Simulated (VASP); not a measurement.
# NbTe: single point with PBE+D4

Crystal: NbTe.

```
CELL_PARAMETERS angstrom
3.70297 0.00000 0.00000
-1.85149 3.20687 0.00000
0.00000 0.00000 3.69421
ATOMIC_POSITIONS crystal
Nb 0.00000 0.00000 0.50000
Te 0.66667 0.33333 0.00000
```

The cell comes from a database or a generator and needn't be the stable form of this composition.

```
Program             : VASP 6.6.1
Task                : single point
Functional          : PBE
Dispersion          : D4
Potentials or basis : VASP PAW PBE potentials, release 64 (Nb_sv, Te)
Cutoff              : 520 eV
k mesh              : 9 × 9 × 8
Occupations         : methfessel-paxton, width 0.1 eV
Spin                : no spin polarisation
```

```yaml
Pressure: -4.1 GPa
Band_gap_on_the_k_mesh: none (metal or under the smearing width)
Dispersion_energy_per_atom: -0.477 eV
```

Stress tensor (GPa, compression positive):
```
-4.31  0.00  0.00
 0.00 -4.31  0.00
 0.00  0.00 -3.65
```

Levels at points of the mesh, in eV from the Fermi level:
```
           k point  band 6  band 7  band 8  band 9  band 10  band 11  band 12  band 13
(0.00, 0.00, 0.00)   -3.11   -3.11   -2.95   -2.29     0.17     0.17     2.48     2.48
(0.00, 0.00, 0.50)   -7.50   -2.57   -2.57   -0.94    -0.94     0.71     1.69     1.69
```

It took 24 s on 1 thread of Intel(R) Xeon(R) Platinum 8488C (Sapphire Rapids), with other jobs on the host, peak memory 0.18 GiB.

Caveat: pairwise dispersion overbinds metals, which lowers pressure and volume. Spin-orbit coupling is left out, which matters for the levels of Te.
